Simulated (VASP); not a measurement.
# CS₂: optical spectrum of independent particles, by functional

CS₂, Cmce (no. 64), 6 atoms in the cell.

| Functional | ε at zero frequency, electronic | Mean energy of the absorption, weighted by Im ε (eV) | Refractive index at 633 nm | Refractive index at 1064 nm | Direct gap on the mesh (eV) | Time (s) |
|---|---|---|---|---|---|---|
| PBE | 3.68 | 8.57 | 2.08 | 1.97 | 3.43 | 89 |
| LDA | 3.78 | 8.38 | 2.11 | 1.99 | 3.34 | 64 |
| PBEsol | 3.69 | 8.56 | 2.08 | 1.97 | 3.43 | 78 |
| r2SCAN | 3.45 | 9.13 | 1.98 | 1.90 | 3.76 | 306 |
| TB-mBJ | 3.06 | 9.93 | 1.84 | 1.78 | 4.24 | 678 |
| RPBE | 3.63 | 8.67 | 2.06 | 1.95 | 3.48 | 80 |

Limits: The 6×6×4 mesh is coarse for a spectrum: peaks stand apart that a denser mesh merges; the pull between electron and hole is left out; rows 1, 2, 3, 4, 6: the onset follows the functional's gap, which semilocal functionals usually make too small; ε is the mean of a tensor that differs by direction.

## Input of the first row

INCAR:
```
SYSTEM = CS2
PREC = Accurate
ENCUT = 460
ISMEAR = 0
SIGMA = 0.02
EDIFF = 1E-7
LASPH = .TRUE.
KPAR = 4
LWAVE = .TRUE.
LCHARG = .FALSE.
LOPTICS = .TRUE.
ALGO = Normal
NBANDS = 48
NEDOS = 2000
CSHIFT = 0.1
GGA = PE
```

KPOINTS:
```
k-points
0
Gamma
  6 6 4
```

POSCAR:
```
CS2
1.0
    3.6457880000     -2.9943140000      0.0000000000
    3.6457880000      2.9943140000      0.0000000000
    0.0000000000      0.0000000000      9.8512570000
S C
4 2
Direct
    0.1815210000      0.8184790000      0.8868670000
    0.3184790000      0.6815210000      0.3868670000
    0.6815210000      0.3184790000      0.6131330000
    0.8184790000      0.1815210000      0.1131330000
    0.5000000000      0.5000000000      0.5000000000
    0.0000000000      0.0000000000      0.0000000000
```

Commands:
```
cat potpaw_PBE.64/S/POTCAR potpaw_PBE.64/C/POTCAR > POTCAR
mpirun -np 4 vasp_std > vasp.out
```

Changes of the last row against the first:
```
- GGA = PE
+ GGA = RP
```

VASP 6.6.1 took 89 s on 4 cores (Intel Xeon 6975P-C (Granite Rapids)), a shared host.
